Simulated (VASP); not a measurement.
Data:

```yaml
crystal:
  lattice:
    - [0.00000, 2.74933, 2.74933]
    - [2.74933, 0.00000, 2.74933]
    - [2.74933, 2.74933, 0.00000]
  atoms:
    - { symbol: Ba, position: [0.00000, 0.00000, 0.00000] }
    - { symbol: O, position: [0.50000, 0.50000, 0.50000] }
```

Calculation: AM05 GGA, VASP's PBE PAW potentials (set 64) (plane waves; VASP 6.6.1). Run with 520 eV cut-off, 8×8×8 Γ-centred mesh, Gaussian smearing of 0.050 eV, potentials Ba_sv O.

Unless said otherwise, spin-orbit coupling is left out, though it shifts the bands of the heavy elements here.

What does the run give for the energy per atom (σ→0), pressure, band gap (on the k-mesh) with the smallest direct gap where there is one?

```yaml
band gap (on the k-mesh): 1.87 eV
smallest direct gap (on the k-mesh): 1.87 eV
energy per atom (σ→0): -5.962 eV/atom
pressure: 2.37 GPa
```

The compound is BaO in the rock salt structure. This cell is one point of a volume scan, at 0.97 of the reference volume.
